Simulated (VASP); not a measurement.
# YbTl2BrO4 (P4/mmm) in VASP: a series of runs

The runs below take YbTl2BrO4 through single point, with r2SCAN.

Everything below comes from runs of VASP 6.6.1. Logs are shortened: lines on timing, memory, paths and dates and some standing lists are left out, and cuts for length are marked.

### 1 The structure

Symmetry: P4/mmm, No. 123, tetragonal system. The conventional cell has a = 3.831 Å, b = 3.831 Å, c = 9.087 Å, α = 90.00°, β = 90.00°, γ = 90.00°. Br (site symmetry 4/mmm) is surrounded by 8 Tl at 3.42 Å and 8 O at 3.72 Å and 4 Br at 3.83 Å. Tl (site symmetry 4mm) has 4 O at 2.21 Å as nearest neighbours. O (site symmetry 2mm) has 2 Tl at 2.21 Å and 2 Yb at 2.35 Å as nearest neighbours. Around Yb (site symmetry 4/mmm) lie 8 O at 2.35 Å.

The cell was built by a generator and needn't be a form met in nature.

### 2 Single point, r2SCAN

Input file POSCAR:

```
YbTl2BrO4
1.0
    3.8307020000      0.0000000000      0.0000000000
    0.0000000000      3.8307020000      0.0000000000
    0.0000000000      0.0000000000      9.0868330000
Br Tl O Yb
1 2 4 1
Direct
    0.0000000000      0.0000000000      0.5000000000
    0.5000000000      0.5000000000      0.7293000000
    0.5000000000      0.5000000000      0.2707000000
    0.5000000000      0.0000000000      0.8510000000
    0.0000000000      0.5000000000      0.8510000000
    0.5000000000      0.0000000000      0.1490000000
    0.0000000000      0.5000000000      0.1490000000
    0.0000000000      0.0000000000      0.0000000000
```

Input file INCAR.step1:

```
PREC     = Accurate       # precision mode
ENCUT    = 520            # plane-wave cutoff, eV
ISMEAR   = -1             # smearing method
SIGMA    = 0.1            # smearing width, eV
LREAL    = False          # projectors in reciprocal space
LASPH    = True           # aspherical terms in the spheres
NELM     = 80             # most SCF steps
NBANDS   = 50             # bands
GGA      = PE             # functional
ALGO     = Normal         # electronic algorithm
EDIFF    = 1E-4           # SCF threshold, eV
LWAVE    = True           # write WAVECAR
LCHARG   = False          # write CHGCAR
```

Input file INCAR.step2:

```
PREC     = Accurate       # precision mode
ENCUT    = 520            # plane-wave cutoff, eV
EDIFF    = 1E-7           # SCF threshold, eV
ISMEAR   = -1             # smearing method
SIGMA    = 0.1            # smearing width, eV
LREAL    = False          # projectors in reciprocal space
LASPH    = True           # aspherical terms in the spheres
NELM     = 80             # most SCF steps
ALGO     = Normal         # electronic algorithm
ISIF     = 2              # what is computed and relaxed
LWAVE    = False          # write WAVECAR
LCHARG   = False          # write CHGCAR
METAGGA  = R2SCAN         # meta-GGA
LMIXTAU  = True         
NBANDS   = 50             # bands
ISTART   = 1
```

Input file KPOINTS:

```
regular mesh
0
Gamma
  5 5 2
```

Potentials or basis: VASP PAW PBE potentials, release 64 (Br, Tl_d, O, Yb).

Run with:

```console
$ cat potpaw_PBE.64/Br/POTCAR potpaw_PBE.64/Tl_d/POTCAR potpaw_PBE.64/O/POTCAR potpaw_PBE.64/Yb/POTCAR > POTCAR
$ cp INCAR.step1 INCAR
$ mpirun -np 1 vasp_std > vasp.out
$ cp INCAR.step2 INCAR
$ mpirun -np 1 vasp_std > vasp.out
```

OUTCAR:

```text
PREC = Accurate
   ENCUT = 520
   EDIFF = 1E-7
   ISMEAR = -1
   LREAL = False
   LASPH = True
   NELM = 80
   ISIF = 2
   METAGGA = R2SCAN
   ISTART = 1

 ion  position               nearest neighbor table
   1  0.000  0.000  0.500-   2 3.42   3 3.42   2 3.42   3 3.42   2 3.42   3 3.42   2 3.42   3 3.42

   2  0.500  0.500  0.729-   4 2.21   5 2.21   4 2.21   5 2.21   1 3.42   1 3.42   1 3.42   1 3.42
                             8 3.66   8 3.66   8 3.66   8 3.66
   3  0.500  0.500  0.271-   6 2.21   7 2.21   6 2.21   7 2.21   1 3.42   1 3.42   1 3.42   1 3.42
                             8 3.66   8 3.66   8 3.66   8 3.66
   4  0.500  0.000  0.851-   2 2.21   2 2.21   8 2.35   8 2.35
   5  0.000  0.500  0.851-   2 2.21   2 2.21   8 2.35   8 2.35
   6  0.500  0.000  0.149-   3 2.21   3 2.21   8 2.35   8 2.35
   7  0.000  0.500  0.149-   3 2.21   3 2.21   8 2.35   8 2.35
   8  0.000  0.000  0.000-   4 2.35   5 2.35   6 2.35   7 2.35   5 2.35   7 2.35   4 2.35   6 2.35
                             2 3.66   3 3.66   2 3.66   3 3.66   2 3.66   3 3.66   2 3.66   3 3.66

  LATTYP: Found a simple tetragonal cell.
 ALAT       =     3.8307020000
 C/A-ratio  =     2.3721064703

  Lattice vectors:

 A1 = (   3.8307020000,   0.0000000000,   0.0000000000)
 A2 = (   0.0000000000,   3.8307020000,   0.0000000000)
 A3 = (   0.0000000000,   0.0000000000,   9.0868330000)

Analysis of symmetry for initial positions (statically):
=====================================================================
 Subroutine PRICEL returns:
 Original cell was already a primitive cell.

 Routine SETGRP: Setting up the symmetry group for a
 simple tetragonal supercell.

 Subroutine GETGRP returns: Found 16 space group operations
 (whereof 16 operations were pure point group operations)
 out of a pool of 16 trial point group operations.

The static configuration has the point symmetry D_4h.

Analysis of symmetry for dynamics (positions and initial velocities):
=====================================================================
 Subroutine PRICEL returns:
 Original cell was already a primitive cell.

 Routine SETGRP: Setting up the symmetry group for a
 simple tetragonal supercell.

 Subroutine GETGRP returns: Found 16 space group operations
 (whereof 16 operations were pure point group operations)
 out of a pool of 16 trial point group operations.

The dynamic configuration has the point symmetry D_4h.

 Subroutine INISYM returns: Found 16 space group operations
[... 101 lines left out ...]
   NFREE  =      0    steps in history (QN), initial steepest desc. (CG)
   ISIF   =      2    stress and relaxation
   ISYM   =      2    0-nonsym 1-usesym 2-fastsym
   POTIM  = 0.5000    time-step for ionic-motion
   TEBEG  =    0.0;   TEEND  =   0.0 temperature during run
   PSTRESS=    0.0 pullay stress
   NELECT =      81.0000    total number of electrons
   NUPDOWN=      -1.0000    fix difference up-down
   EMIN   =  10.00;   EMAX   =-10.00  energy-range for DOS
   EFERMI =   0.00;   METHOD = LEGACY
   ISMEAR =    -1;   SIGMA  =   0.10  broadening in eV -4-tet -1-fermi 0-gaus
   EFERMI_NEDOS =   21; number of points for ismear=-14 and -15
   IALGO  =     38    algorithm
   IMIX   =      4    mixing-type and parameters
     AMIX     =   0.40;   BMIX     =  1.00
     AMIX_MAG =   1.60;   BMIX_MAG =  1.00
  volume/ion in A,a.u.               =      16.67       112.48
  Fermi-wavevector in a.u.,A,eV,Ry     =   1.386479  2.620066 26.154820  1.922325
  Thomas-Fermi vector in A             =   2.510791
   LORBIT       =      0    0 simple, 1 ext, 2 COOP (PROOUT), +10 PAW based schemes
   METAGGA = R2SCAN    functional components
   LHFCALC =     F    Hartree Fock is set to
   AEXX    =    0.0000 exact exchange contribution
   IVDW    =     0    specifies the selected vdW correction
   LEPSILON=     F    determine dielectric tensor
   LRPA    =     F    only Hartree local field effects (RPA)
 non-spin polarized calculation
  energy-cutoff  :      520.00
  volume of cell :      133.34
 maximum number of plane-waves:      3604
   NGX = 15   NGY = 15   NGZ = 33

 number of electron      80.9999966 magnetization

 Free energy of the ion-electron system (eV)
  ---------------------------------------------------
  ext. energy  EPLUGINS =         0.00000000
  ---------------------------------------------------
  free energy    TOTEN  =      -189.69220385 eV

  energy without entropy =     -189.48243691  energy(sigma->0) =     -189.58732038

 E-fermi :   3.3171     XC(G=0): -11.1188

 val. band max:        3.3071711479   @ k =   0.2000   0.0000   0.5000
 cond. band min:       3.3605287557   @ k =   0.2000   0.2000   0.0000
 fundamental gap:      0.0533576078
 Fermi energy:         3.3170680710

 k-point     1 :       0.0000    0.0000    0.0000
  band No.  band energies     occupation
      1     -48.9030      2.00000
      2     -20.5025      2.00000
      3     -20.2426      2.00000
      4     -20.2426      2.00000
      5     -15.6924      2.00000
      6     -14.8546      2.00000
[... 625 lines left out ...]
     49      11.4748      0.00000
     50      11.5899      0.00000

------------------------ aborting loop because EDIFF is reached ----------------------------------------

  FORCE on cell =-STRESS in cart. coord.  units (eV):
  Direction    XX          YY          ZZ          XY          YZ          ZX
  --------------------------------------------------------------------------------------
  -------------------------------------------------------------------------------------
  Total        2.4962746      2.4962746     -3.7690848      0.0000000     -0.0000000      0.0000000
  in kB       29.9939501     29.9939501    -45.2873813      0.0000000     -0.0000000      0.0000000
  external PRESSURE =       4.9001730 kB  Pullay stress =       0.0000000 kB

 VOLUME and BASIS-vectors are now :
 -----------------------------------------------------------------------------
  energy-cutoff  :      520.00
  volume of cell :      133.34
      direct lattice vectors                 reciprocal lattice vectors
     3.830702000  0.000000000  0.000000000     0.261048758  0.000000000  0.000000000
     0.000000000  3.830702000  0.000000000     0.000000000  0.261048758  0.000000000
     0.000000000  0.000000000  9.086833000     0.000000000  0.000000000  0.110049343

 POSITION                                       TOTAL-FORCE (eV/Angst)
 -----------------------------------------------------------------------------------
      0.00000      0.00000      4.54342        -0.000000     -0.000000      0.000000
      1.91535      1.91535      6.62703        -0.000000     -0.000000      0.514316
      1.91535      1.91535      2.45981         0.000000     -0.000000     -0.514316
      1.91535      0.00000      7.73289        -0.000000     -0.000000     -0.109157
      0.00000      1.91535      7.73289        -0.000000      0.000000     -0.109157
      1.91535      0.00000      1.35394        -0.000000     -0.000000      0.109157
      0.00000      1.91535      1.35394         0.000000      0.000000      0.109157
      0.00000      0.00000      0.00000        -0.000000     -0.000000      0.000000
 -----------------------------------------------------------------------------------
    total drift:                                0.000000      0.000000      0.000000

  FREE ENERGIE OF THE ION-ELECTRON SYSTEM (eV)
  ---------------------------------------------------
  free  energy   TOTEN  =      -189.6922038525 eV

  energy  without entropy=     -189.4824369148  energy(sigma->0) =     -189.58732038
```

Run time: 13 min. Hardware: 1 thread of AMD EPYC 9R45 (Zen 5), shared host; peak memory 0.27 GiB.

Results:

| Item | Value |
| --- | --- |
| Free energy | -189.6922 eV |
| Pressure | 0.5 GPa |
| Largest force | 0.514 eV/Å |
| Band gap on the k mesh | none (metal or under the smearing width) |

Forces in eV/Å, atoms in the order of the input:
```
Br   0.000  0.000  0.000
Tl   0.000  0.000  0.514
Tl   0.000  0.000 -0.514
O    0.000  0.000 -0.109
O    0.000  0.000 -0.109
O    0.000  0.000  0.109
O    0.000  0.000  0.109
Yb   0.000  0.000  0.000
```

Stress tensor (GPa, compression positive):
```
 3.00  0.00  0.00
 0.00  3.00  0.00
 0.00  0.00 -4.53
```

Levels at points of the mesh, in eV from the Fermi level:
| k point | band 39 | band 40 | band 41 | band 42 | band 43 | band 44 |
| --- | --- | --- | --- | --- | --- | --- |
| (0.00, 0.00, 0.00) | -0.43 | -0.10 | -0.10 | 0.08 | 1.77 | 4.30 |
| (0.00, 0.00, 0.50) | -0.10 | -0.10 | 0.08 | 0.65 | 0.65 | 5.33 |

Caveat: the PAW data sets were made with another functional, which shifts forces and pressure a little; an odd number of electrons without spin polarisation forces a metal; a magnetic or distorted state may lie lower; without U or exact exchange the open f shell lies at the Fermi level, which spoils levels, moments and volumes. The run has no spin-orbit coupling, so splittings on Tl, Yb are missing.

### 3 Single point, r2SCAN

POSCAR is that of step 2.

Input file INCAR.step1:

```
SYSTEM = YbTl2BrO4
PREC = Accurate
ENCUT = 520
ISMEAR = -1
SIGMA = 0.1
LREAL = .False.
LASPH = .True.
NELM = 60
NBANDS = 50
GGA = PE
ALGO = Normal
EDIFF = 1E-4
LWAVE = .True.
LCHARG = .False.
```

Input file INCAR.step2:

```
SYSTEM = YbTl2BrO4
PREC = Accurate
ENCUT = 520
EDIFF = 1E-6
ISMEAR = -1
SIGMA = 0.1
LREAL = .False.
LASPH = .True.
NELM = 60
ALGO = Normal
ISIF = 2
LWAVE = .False.
LCHARG = .False.
METAGGA = R2SCAN
LMIXTAU = .True.
NBANDS = 50
ISTART = 1
```

Input file KPOINTS:

```
Automatic mesh
0
Gamma
  5 5 2
  0 0 0
```

Potentials or basis: VASP PAW PBE potentials, release 64 (Br, Tl_d, O, Yb).

Run with:

```console
$ cat potpaw_PBE.64/Br/POTCAR potpaw_PBE.64/Tl_d/POTCAR potpaw_PBE.64/O/POTCAR potpaw_PBE.64/Yb/POTCAR > POTCAR
$ cp INCAR.step1 INCAR
$ mpirun -np 1 vasp_std > vasp.out
$ cp INCAR.step2 INCAR
$ mpirun -np 1 vasp_std > vasp.out
```

Run time: 12 min. Hardware: 1 thread of AMD EPYC 9R45 (Zen 5), shared host; peak memory 0.27 GiB.

The run converged. Its results:

| Quantity | Value |
| --- | --- |
| Free energy | -189.6922 eV |
| Pressure | 0.4 GPa |
| Largest force | 0.511 eV/Å |
| Band gap on the k mesh | none (metal or under the smearing width) |

Forces in eV/Å, atoms in the order of the input:
```
Br   0.000  0.000  0.000
Tl   0.000  0.000  0.511
Tl   0.000  0.000 -0.511
O    0.000  0.000 -0.107
O    0.000  0.000 -0.107
O    0.000  0.000  0.107
O    0.000  0.000  0.107
Yb   0.000  0.000  0.000
```

Stress tensor (GPa, compression positive):
```
 2.92  0.00  0.00
 0.00  2.92  0.00
 0.00  0.00 -4.61
```

Levels at points of the mesh, in eV from the Fermi level:
| k point | band 39 | band 40 | band 41 | band 42 | band 43 | band 44 |
| --- | --- | --- | --- | --- | --- | --- |
| (0.00, 0.00, 0.00) | -0.43 | -0.10 | -0.10 | 0.08 | 1.77 | 4.30 |
| (0.00, 0.00, 0.50) | -0.10 | -0.10 | 0.08 | 0.65 | 0.65 | 5.33 |

Caveat: the PAW data sets were made with another functional, which shifts forces and pressure a little; an odd number of electrons without spin polarisation forces a metal; a magnetic or distorted state may lie lower; without U or exact exchange the open f shell lies at the Fermi level, which spoils levels, moments and volumes. With open d or f shells a metallic result of r2SCAN can be an artefact of self-interaction; +U or a hybrid may open a gap.

### 4 Single point, r2SCAN

POSCAR is that of step 3.

Input file INCAR.step1:

```
SYSTEM = YbTl2BrO4
  PREC = Accurate
  ENCUT = 520
  ISMEAR = -1
  SIGMA = 0.1
  LREAL = .FALSE.
  LASPH = .TRUE.
  NELM = 60
  NBANDS = 50
  GGA = PE
  ALGO = Normal
  EDIFF = 1E-4
  LWAVE = .TRUE.
  LCHARG = .FALSE.
```

Input file INCAR.step2:

```
SYSTEM = YbTl2BrO4
  PREC = Accurate
  ENCUT = 520
  EDIFF = 1E-6
  ISMEAR = -1
  SIGMA = 0.1
  LREAL = .FALSE.
  LASPH = .TRUE.
  NELM = 60
  ALGO = Normal
  ISIF = 2
  LWAVE = .FALSE.
  LCHARG = .FALSE.
  METAGGA = R2SCAN
  LMIXTAU = .TRUE.
  NBANDS = 50
  ISTART = 1
```

Input file KPOINTS:

```
regular mesh
0
G
  5 5 2
  0 0 0
```

Run with:

```console
$ cat potpaw_PBE.64/Br/POTCAR potpaw_PBE.64/Tl_d/POTCAR potpaw_PBE.64/O/POTCAR potpaw_PBE.64/Yb/POTCAR > POTCAR
$ cp INCAR.step1 INCAR
$ mpirun -np 1 vasp_std > vasp.out
$ cp INCAR.step2 INCAR
$ mpirun -np 1 vasp_std > vasp.out
```

Wall time 12 min (1 thread of AMD EPYC 9R45 (Zen 5), shared host); peak memory 0.27 GiB.

It converged, with:

| Property | Result |
| --- | --- |
| Free energy | -189.6922 eV |
| Pressure | 0.4 GPa |
| Largest force | 0.511 eV/Å |
| Band gap on the k mesh | none (metal or under the smearing width) |

Forces in eV/Å, atoms in the order of the input:
```
Br   0.000  0.000  0.000
Tl   0.000  0.000  0.511
Tl   0.000  0.000 -0.511
O    0.000  0.000 -0.107
O    0.000  0.000 -0.107
O    0.000  0.000  0.107
O    0.000  0.000  0.107
Yb   0.000  0.000  0.000
```

Stress tensor (GPa, compression positive):
```
 2.92  0.00  0.00
 0.00  2.92  0.00
 0.00  0.00 -4.61
```

Levels at points of the mesh, in eV from the Fermi level:
```csv
k point,band 37,band 38,band 39,band 40,band 41,band 42,band 43,band 44,band 45,band 46
"(0.00, 0.00, 0.00)",-0.77,-0.77,-0.43,-0.10,-0.10,0.08,1.77,4.30,6.49,7.54
"(0.00, 0.00, 0.50)",-0.77,-0.59,-0.10,-0.10,0.08,0.65,0.65,5.33,6.18,6.92
```

Caveat: the PAW data sets were made with another functional, which shifts forces and pressure a little; an odd number of electrons without spin polarisation forces a metal; a magnetic or distorted state may lie lower; without U or exact exchange the open f shell lies at the Fermi level, which spoils levels, moments and volumes.
